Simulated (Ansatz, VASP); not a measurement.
## Two plane-wave programs on ZnAg

```
Zn Ag
1.0
     3.07606    0.00000    0.00000
     0.00000    3.07606    0.00000
     0.00000    0.00000    3.07606
Zn Ag
1 1
Direct
  0.50000 0.50000 0.50000
  0.00000 0.00000 0.00000
```

Alike in both runs: functional LDA; k mesh 14 × 14 × 14; occupations gaussian, width 0.1 eV; no spin polarisation.

Ansatz relaxed the structure, and its values are those at the end. VASP's run is a single point on that final structure, the one shown.

|  | VASP | Ansatz |
| --- | --- | --- |
| version | VASP 6.6.1 | Ansatz 0.2.0 |
| potentials or method | VASP PAW LDA potentials, release 64 (Zn, Ag) | scalar-relativistic, plane waves, PAW |
| plane-wave cutoff (eV) | 520 | 420 |
| valence electrons in the cell | 23 | 31 |

Ansatz gave:

| Quantity | Value |
| --- | --- |
| gap on the k mesh at the Fermi level (eV) | none |
| pressure (GPa) | 0.0 |

Question: Which values does VASP return?

Answer: gap on the k mesh at the Fermi level (eV): none; pressure (GPa): 0.5.

A gap of «none» marks a metal or a gap that the smearing closes. The two sets of potentials don't hold the same shells in valence.
